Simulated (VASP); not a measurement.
Output of a VASP run:

File OSZICAR:
```
       N       E                     dE             d eps       ncg     rms          rms(c)
DAV:   1     0.825969962978E+02    0.82597E+02   -0.85323E+03   520   0.150E+03
DAV:   2    -0.868394410516E+00   -0.83465E+02   -0.79627E+02   565   0.264E+02
DAV:   3    -0.626800925668E+01   -0.53996E+01   -0.53714E+01   610   0.676E+01
DAV:   4    -0.632136875617E+01   -0.53359E-01   -0.53347E-01   580   0.738E+00
DAV:   5    -0.632167420028E+01   -0.30544E-03   -0.30544E-03   610   0.520E-01    0.461E+00
DAV:   6    -0.604712430719E+01    0.27455E+00   -0.69481E-01   734   0.284E+01    0.351E+00
DAV:   7    -0.603053627741E+01    0.16588E-01   -0.18698E-01   560   0.434E+00    0.148E+00
DAV:   8    -0.603072899412E+01   -0.19272E-03   -0.41855E-03   610   0.641E-01    0.454E-01
DAV:   9    -0.603101211058E+01   -0.28312E-03   -0.10574E-03   575   0.288E-01    0.691E-02
DAV:  10    -0.603109951303E+01   -0.87402E-04   -0.12827E-04   598   0.114E-01    0.164E-02
DAV:  11    -0.603111575625E+01   -0.16243E-04   -0.29464E-05   573   0.579E-02    0.563E-03
DAV:  12    -0.603111712704E+01   -0.13708E-05   -0.36437E-06   610   0.212E-02    0.406E-03
DAV:  13    -0.603111718562E+01   -0.58582E-07   -0.70187E-07   395   0.950E-03
   1 F= -.60311172E+01 E0= -.60311172E+01  d E =-.603112E+01
```

### OUTCAR
```
------------------------ aborting loop because EDIFF is reached ----------------------------------------
  FORCE on cell =-STRESS in cart. coord.  units (eV):
  Direction    XX          YY          ZZ          XY          YZ          ZX
  --------------------------------------------------------------------------------------
  Total       -0.0164554     -0.0164554     -0.0164554      0.0000000      0.0000000     -0.0000000
  in kB       -0.5572575     -0.5572575     -0.5572575      0.0000000      0.0000000     -0.0000000
  external PRESSURE =      -0.5572575 kB  Pullay stress =       0.0000000 kB
  volume of cell :       47.31
      direct lattice vectors                 reciprocal lattice vectors
     0.000000000  2.870633298  2.870633298    -0.174177594  0.174177594  0.174177594
     2.870633298  0.000000000  2.870633298     0.174177594 -0.174177594  0.174177594
     2.870633298  2.870633298  0.000000000     0.174177594  0.174177594 -0.174177594
  FREE ENERGIE OF THE ION-ELECTRON SYSTEM (eV)
  ---------------------------------------------------
  free  energy   TOTEN  =        -6.0311171856 eV

  energy  without entropy=       -6.0311171856  energy(sigma->0) =       -6.03111719

 reached required accuracy - stopping structural energy minimisation
```
(Selected blocks of OUTCAR.)

### POSCAR
```
ZnSe
1
    0.0000000000     2.8706332983     2.8706332983
    2.8706332983     0.0000000000     2.8706332983
    2.8706332983     2.8706332983    -0.0000000000
Zn Se
1 1
Direct
  0.0000000000   1.0000000000   0.0000000000
  0.2500000000   0.2500000000   0.2500000000
```

Q: Write an INCAR and KPOINTS that could have produced this output.

A: One answer among several that fit: the input of the run itself, PBE GGA, plane waves, VASP's PBE PAW potentials (set 64).

**INCAR**
```
SYSTEM = ZnSe
PREC = Accurate
ENCUT = 480
EDIFF = 1E-6
NELM = 100
ALGO = Normal
LREAL = .FALSE.
LASPH = .TRUE.
ISMEAR = 0
SIGMA = 0.05
GGA = PE
LMAXMIX = 4
LWAVE = .FALSE.
LCHARG = .FALSE.
IBRION = 2
ISIF = 3
NSW = 60
EDIFFG = -0.01
```

File KPOINTS:
```
Automatic mesh
0
G
 7 7 7
0 0 0
```

POTCAR, in this order: Zn Se (PBE.64 set). Program: vasp_std.

The compound is ZnSe in the zinc blende structure. It was relaxed first. The start is the result of an earlier pass.
